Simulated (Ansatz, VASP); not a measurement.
# GaSi2P in two plane-wave programs, part 2 of 2

Wanted: the spread between two codes on one cell, functional and k mesh. The cell is generated by rule, not measured, and may not be a known phase. The cell is taken from a series of runs on this material, whose earlier steps may have relaxed, scaled, displaced or heated it; both programs get it as it stands.

VASP 6.6.1 and Ansatz 0.2.0.

So far. Step 2 (VASP: single point, PBEsol, pair 1): The run ends at a pressure of 0.02 GPa, with forces up to 0.012 eV/Å. Step 3 (Ansatz: single point, PBEsol, pair 1): The run ends at a pressure of 0.01 GPa, with forces up to 0.0027 eV/Å.

## Step 5: VASP: single point, PBEsol, pair 2

Level of this step: PBEsol; plane waves and PAW (Ga_d, P, Si); invented cell (VASP).

A single point gives forces, pressure and levels at one fixed geometry, so differences don't come from the geometry; what else differs is listed under the comparison.

INCAR reads:

```
SYSTEM = GaSi2P
PREC = Accurate
ENCUT = 500
EDIFF = 1E-06
NELM = 120
ISMEAR = -1
SIGMA = 0.02
LREAL = .FALSE.
ALGO = Normal
GGA = PS
NBANDS = 34
LORBIT = 11
LWAVE = .FALSE.
LCHARG = .FALSE.
ISIF = 2
LASPH = .TRUE.
GGA_COMPAT = .FALSE.
EFERMI = MIDGAP
KPAR = 2
```

POSCAR reads:

```
GaSi2P
1.0
    3.8421553024      0.0000000000      0.0000000000
    0.0000000000      5.4375168448     -0.0000027834
    0.0000000000     -0.0000039364      7.6837588716
Ga P Si
2 2 4
Direct
    0.0000000000      0.0105504044      0.1195680423
    0.5000000000      0.5105504044      0.3815065334
    0.5000000000      0.2658580014      0.1263064268
    0.0000000000      0.7658580014      0.3747681489
    0.0000000000      0.9875645838      0.6251882258
    0.5000000000      0.2360270103      0.6275192698
    0.5000000000      0.4875645838      0.8758863499
    0.0000000000      0.7360270103      0.8735553059
```

KPOINTS reads:

```
Automatic mesh
0
Gamma
6 4 4
0 0 0
```

The projector-augmented-wave data sets are Ga_d, P and Si (PBE family, release 64).

On the command line:

```
> mpirun -np 2 vasp_std
```

Numbers of over 12 decimals in the logs are rounded to 6 here.

The program printed:

```text
[banner, memory and clock lines left out]
running    2 mpi-ranks, on    1 nodes
[...]
[... a notice as in an earlier step ...]

 LDA part: xc-table for (Slater+PW92), standard interpolation
 POSCAR, INCAR and KPOINTS ok, starting setup
[...]
entering main loop
       N       E                     dE             d eps       ncg     rms          rms(c)
DAV:   1     0.350077792483E+03    0.35008E+03   -0.22061E+04  2508   0.178E+03
DAV:   2     0.603193290353E+01   -0.34405E+03   -0.33066E+03  2696   0.431E+02
DAV:   3    -0.411937877522E+02   -0.47226E+02   -0.45536E+02  2944   0.129E+02
[... 2 cycles as in an earlier step ...]
DAV:   6    -0.428351102377E+02    0.74177E+00   -0.94843E-01  3508   0.122E+01    0.554E+00
DAV:   7    -0.426219322254E+02    0.21318E+00   -0.76479E-01  3006   0.424E+00    0.107E+00
DAV:   8    -0.426199340865E+02    0.19981E-02   -0.10561E-01  3174   0.338E+00    0.350E-01
DAV:   9    -0.426201402857E+02   -0.20620E-03   -0.85083E-03  3544   0.103E+00    0.128E-01
DAV:  10    -0.426202143652E+02   -0.74080E-04   -0.11382E-03  3008   0.339E-01    0.581E-02
DAV:  11    -0.426202918297E+02   -0.77465E-04   -0.17316E-04  3206   0.939E-02    0.237E-02
DAV:  12    -0.426203022949E+02   -0.10465E-04   -0.18495E-05  3124   0.241E-02    0.867E-03
DAV:  13    -0.426203036465E+02   -0.13516E-05   -0.38892E-06  2620   0.165E-02    0.322E-03
DAV:  14    -0.426203037132E+02   -0.66659E-07   -0.38011E-07  1652   0.453E-03
   1 F= -.42620304E+02 E0= -.42620304E+02  d E =-.553274E-10
```

Parts of OUTCAR (step 5):

```text
  Total        0.0416767      0.0211945      0.0003773      0.0000000     -0.0000000      0.0000000
  in kB        0.4159629      0.2115359      0.0037654      0.0000000     -0.0000001      0.0000000
  external PRESSURE =       0.2104214 kB  Pullay stress =       0.0000000 kB

  FREE ENERGIE OF THE ION-ELECTRON SYSTEM (eV)
  ---------------------------------------------------
  free  energy   TOTEN  =       -42.6203037132 eV

  energy  without entropy=      -42.6203037131  energy(sigma->0) =      -42.62030371

[... 3 parts as in an earlier step ...]

[... 1 further part left out ...]
[key lines of the parts left out:]
E-fermi :   5.7397
```

The run ends at a pressure of 0.02 GPa, with forces up to 0.012 eV/Å.

## Step 6: Ansatz: single point, PBEsol, pair 2

The same cell, functional, mesh and smearing now go to Ansatz, which takes its cutoff from its data sets.

The cell is taken from a series of runs on this material, whose earlier steps may have relaxed, scaled, displaced or heated it; both programs get it as it stands.

input.yaml reads:

```yaml
crystal:
  lattice:
    - [3.8421553024, 0.0, 0.0]
    - [0.0, 5.4375168448, -2.7834e-06]
    - [0.0, -3.9364e-06, 7.6837588716]
  atoms:
    - { symbol: Ga, position: [0.0, 0.0105503467, 0.1195680423] }
    - { symbol: P, position: [0.5, 0.265858019, 0.1263065394] }
    - { symbol: Ga, position: [0.5, 0.5105504621, 0.3815065334] }
    - { symbol: P, position: [0.0, 0.7658579839, 0.3747682615] }
    - { symbol: Si, position: [0.0, -0.0124352107, 0.625188481] }
    - { symbol: Si, position: [0.5, 0.2360271271, 0.6275191079] }
    - { symbol: Si, position: [0.5, 0.4875643784, 0.8758866051] }
    - { symbol: Si, position: [0.0, 0.7360268935, 0.873555144] }
kpoints:
  mp_grid: { grid: [6, 4, 4] }
  band_path:
    path:
      - [0.0, 0.0, 0.0]
      - [-0.5, 0.0, 0.0]
      - [-0.5, 0.0, 0.5]
      - [0.0, 0.0, 0.5]
      - [0.0, 0.0, 0.0]
      - [0.0, -0.5, 0.5]
      - [-0.5, -0.5, 0.5]
      - [-0.5, 0.0, 0.0]
      - [-0.5, -0.5, 0.0]
      - [0.0, -0.5, 0.0]
      - [0.0, 0.0, 0.0]
    npoints: 10
hamiltonian:
  xc: pbesol
  pseudopotentials: { kind: paw, azcp: { folder: soft_1 }, xc_functional: pbe }
scf:
  occupations: { method: fermi_dirac, width: 0.02 }
  n_extra_bands: 6
output:
  eigenvalues: true
  forces: true
  stress: true
```

On the command line:

```
> ansatz run input.yaml --threads 32 --pin off --max-ram 82944MiB --backend cuda --events-out ev --progress --plain --runs-dir out --devices 1 --max-vram 78GiB
```

The program printed:

```text
[...]
GPUs: using 1 of 1 available (devices: 1).
[...]
GPU FFT provider: cuFFT
GPU libraries: cuBLAS 13.8.1, cuFFT 12.4.0, cuSOLVER 12.3.2
[...]
Crystal: 8 atoms, lattice volume = 160.527 Å³
Basis set: ecut = 420 eV, 3115 PW (Γ), exchange–correlation on 54×80×108 points (8 copies of the dense FFT grid, shifted against one another)
[...]
k-point 0: bands = [... 22 lower, 5.3998, 6.6078, 6.7042, 6.7380, 7.5829, 7.7250, 8.8208, 9.4865, ... 2 higher]
  k-point 1: bands = [... 22 lower, 5.5512, 5.8863, 6.2223, 6.6647, 7.7428, 8.7400, 8.7712, 9.5309, ... 2 higher]
  k-point 2: bands = [... 22 lower, 5.0133, 5.3671, 6.2442, 6.5046, 7.9197, 8.4114, 9.6423, 9.7575, ... 2 higher]
  k-point 35: bands = [... 22 lower, 4.4324, 4.4324, 4.7441, 4.7441, 9.6459, 9.6459, 9.9373, 9.9373, ... 2 higher]
[key lines of the parts left out:]
SCF converged after 8 iterations
Free energy (F): -11453.883879 eV
Fermi energy:    7.138370 eV
P = ⅓ Tr σ = 0.0061 GPa (0.061 kbar)
```

## Step 7: Side by side

Both answers:

```csv
quantity,Ansatz,VASP,difference
pressure (GPa),0.01,0.02,-0.01
gap on the k mesh (eV),0.822,0.819,+0.003
```

At this near-relaxed geometry the largest component of a force difference is 9 meV/Å. A gap on the mesh is an upper bound, since the band edges may lie between its points.

## Step 8: VASP: single point, PBEsol, pair 3

With cell and atoms fixed, the geometry can't cause a difference; cores, projectors, grids and the points listed under the comparison can. This pair takes another cell of the material, with 12 atoms against 8 for the pair before.

INCAR, as its differences from that of step 5:

```diff
@@ -5,4 +5,4 @@
 NELM = 120
-ISMEAR = -1
-SIGMA = 0.02
+ISMEAR = 0
+SIGMA = 0.01
 LREAL = .FALSE.
@@ -10,3 +10,3 @@
 GGA = PS
-NBANDS = 34
+NBANDS = 51
 LORBIT = 11
```

POSCAR reads:

```
GaSi2P
1.0
    3.8434035784      0.0000000000      0.0000000000
    0.0000000000      5.4290083997     -0.0000566010
    0.0000000000     -0.0001200695     11.5507977255
Ga P Si
3 3 6
Direct
    0.0000000000      0.0084370591      0.0803807385
    0.5000000000      0.5239222538      0.2507303365
    0.0000000000      0.0084593229      0.4210271290
    0.5000000000      0.2643226804      0.0840269560
    0.0000000000      0.7735290303      0.2507058305
    0.5000000000      0.2643207755      0.4174256589
    0.5000000000      0.4884271436      0.5851694868
    0.0000000000      0.7368720417      0.5835029008
    0.0000000000      0.9780774861      0.7507067543
    0.5000000000      0.2283423630      0.7507282053
    0.5000000000      0.4884204757      0.9162917967
    0.0000000000      0.7368693679      0.9179016358
```

KPOINTS reads:

```
Automatic mesh
0
Gamma
6 4 2
0 0 0
```

On the command line:

```
> mpirun -np 2 vasp_std
```

The program printed:

```text
[banner, memory and clock lines left out]
running    2 mpi-ranks, on    1 nodes
[...]
[... a notice as in an earlier step ...]

 LDA part: xc-table for (Slater+PW92), standard interpolation
 POSCAR, INCAR and KPOINTS ok, starting setup
[...]
entering main loop
       N       E                     dE             d eps       ncg     rms          rms(c)
DAV:   1     0.601483126230E+03    0.60148E+03   -0.31693E+04  2596   0.177E+03
DAV:   2     0.332579941261E+02   -0.56823E+03   -0.53932E+03  2760   0.483E+02
DAV:   3    -0.595164554618E+02   -0.92774E+02   -0.88527E+02  2917   0.148E+02
DAV:   4    -0.652083817695E+02   -0.56919E+01   -0.56265E+01  3140   0.373E+01
[...]
DAV:  12    -0.639225417512E+02   -0.22116E-04   -0.33971E-05  3301   0.766E-02    0.162E-02
DAV:  13    -0.639225467307E+02   -0.49795E-05   -0.17268E-05  2952   0.637E-02    0.405E-03
DAV:  14    -0.639225469026E+02   -0.17192E-06   -0.24218E-06  2395   0.196E-02
   1 F= -.63922547E+02 E0= -.63922547E+02  d E =0.000000E+00
```

Parts of OUTCAR (step 8):

```text
  Total        0.0501489      0.0175320     -0.0056347      0.0000000      0.0015962      0.0000000
  in kB        0.3333675      0.1165449     -0.0374571      0.0000000      0.0106106      0.0000000
  external PRESSURE =       0.1374851 kB  Pullay stress =       0.0000000 kB

 POSITION                                       TOTAL-FORCE (eV/Angst)
 -----------------------------------------------------------------------------------
      0.00000      0.04580      0.92846         0.000000     -0.008302     -0.002574
      1.92170      2.84435      2.89611         0.000000      0.004356     -0.000444
      0.00000      0.04588      4.86320         0.000000     -0.009078      0.002820
      1.92170      1.43500      0.97056         0.000000     -0.004348      0.007580
      0.00000      4.19947      2.89581         0.000000      0.007898      0.000477
      1.92170      1.43495      4.82158         0.000000     -0.003521     -0.007618
      1.92170      2.65160      6.75915         0.000000     -0.001887     -0.008714
      0.00000      4.00041      6.73988         0.000000      0.006331     -0.010166
      0.00000      5.30990      8.67121         0.000000      0.002002     -0.000087
      1.92170      1.23958      8.67150         0.000000      0.002382     -0.000089
      1.92170      2.65153     10.58387         0.000000     -0.001645      0.007707
      0.00000      4.00036     10.60245         0.000000      0.005812      0.011110
 -----------------------------------------------------------------------------------
    total drift:                                0.000000      0.001923     -0.000432

  FREE ENERGIE OF THE ION-ELECTRON SYSTEM (eV)
  ---------------------------------------------------
  free  energy   TOTEN  =       -63.9225469026 eV

  energy  without entropy=      -63.9225469026  energy(sigma->0) =      -63.92254690

[... 3 further parts left out ...]
[key lines of the parts left out:]
E-fermi :   5.6962
```

The run ends at a pressure of 0.01 GPa, with forces up to 0.013 eV/Å.

## Step 9: Ansatz: single point, PBEsol, pair 3

The same cell, functional and mesh now go to Ansatz, which takes its cutoff from its data sets.

The cell is taken from a series of runs on this material, whose earlier steps may have relaxed, scaled, displaced or heated it; both programs get it as it stands.

input.yaml reads:

```yaml
crystal:
  lattice:
    - [3.8434035784, 0.0, 0.0]
    - [0.0, 5.4290083997, -5.6601e-05]
    - [0.0, -0.0001200695, 11.5507977255]
  atoms:
    - { symbol: Ga, position: [0.0, 0.0084370591, 0.0803807385] }
    - { symbol: P, position: [0.5, 0.2643226804, 0.084026956] }
    - { symbol: Ga, position: [0.5, 0.5239222538, 0.2507303365] }
    - { symbol: P, position: [0.0, 0.7735290303, 0.2507058305] }
    - { symbol: Ga, position: [0.0, 0.0084593229, 0.421027129] }
    - { symbol: P, position: [0.5, 0.2643207755, 0.4174256589] }
    - { symbol: Si, position: [0.5, 0.4884271436, 0.5851694868] }
    - { symbol: Si, position: [0.0, 0.7368720417, 0.5835029008] }
    - { symbol: Si, position: [0.0, -0.0219225139, 0.7507067543] }
    - { symbol: Si, position: [0.5, 0.228342363, 0.7507282053] }
    - { symbol: Si, position: [0.5, 0.4884204757, 0.9162917967] }
    - { symbol: Si, position: [0.0, 0.7368693679, 0.9179016358] }
kpoints:
  mp_grid: { grid: [6, 4, 2] }
hamiltonian:
  xc: pbesol
  pseudopotentials: { kind: paw, azcp: { folder: soft_1 }, xc_functional: pbe }
scf:
  occupations: { method: fixed }
  n_extra_bands: 8
output:
  eigenvalues: true
  forces: true
  stress: true
  band_densities: [{ e_range: [-0.08, 0] }, { e_range: [0.65, 0.78] }]
  volumetric_format: npy
```

On the command line:

```
> ansatz run input.yaml --threads 32 --pin off --max-ram 82944MiB --backend cuda --events-out ev --progress --plain --runs-dir out --devices 1 --max-vram 78GiB
```

The program printed:

```text
[...]
GPUs: using 1 of 1 available (devices: 1).
[...]
GPU FFT provider: cuFFT
GPU libraries: cuBLAS 13.8.1, cuFFT 12.4.0, cuSOLVER 12.3.2
[...]
Crystal: 12 atoms, lattice volume = 241.017 Å³
Basis set: ecut = 420 eV, 4705 PW (Γ), exchange–correlation on 54×80×160 points (8 copies of the dense FFT grid, shifted against one another)
[...]
k-point 23: bands = [... 35 lower, 4.8333, 5.0131, 5.1290, 5.3408, 8.9972, 9.0646, 9.4011, 9.6411, ... 4 higher]
--- Band densities, each state counted as filled ---
  window                                       electrons  max residual (eV)  cut levels
  e_range: [-0.08, 0]                           0.166667             1.2e-6           0
  e_range: [0.65, 0.78]                         0.166667             3.4e-4           0
[key lines of the parts left out:]
SCF converged after 10 iterations
Free energy (F): -17180.817862 eV
Fermi energy:    6.728323 eV
P = ⅓ Tr σ = -0.0045 GPa (-0.045 kbar)
```

The run ends at a pressure of 0.00 GPa, with forces up to 0.0097 eV/Å.

## Step 10: Side by side

Compared:

```csv
quantity,Ansatz,VASP,difference
pressure (GPa),0.00,0.01,-0.02
gap on the k mesh (eV),0.751,0.748,+0.003
```

At this near-relaxed geometry the largest component of a force difference is 10 meV/Å. A gap on the mesh is an upper bound, since the band edges may lie between its points.

## Step 11: Results

```yaml
difference_in_gap_on_the_k_mesh_single_point_pbesol_pair_1: 0.0026 eV
difference_in_gap_on_the_k_mesh_single_point_pbesol_pair_2: 0.0026 eV
difference_in_gap_on_the_k_mesh_single_point_pbesol_pair_3: 0.0029 eV
```

What this shows: The difference in gap on the k mesh is 0.0029 eV (single point, PBEsol, pair 3), within the 0.08 eV picked in this series as the mark of a large difference. 2 further runs of this series are not shown here. Such differences can come from data sets, numerical settings and the points named under the comparisons, not from the functional's error against experiment.

[Lines on the potential files, build, host, timing and source positions are cut from VASP's logs without a mark.]

[Logs are printed without paths, hosts, clocks, repeated set-up lines and the standing remarks that a program may print on its own settings, such as how far it seeks lower states.]

[Hosts, paths, dates, database ids (printed as entryN), source tags and the programs' standing remarks are cut or masked in the printed files.]
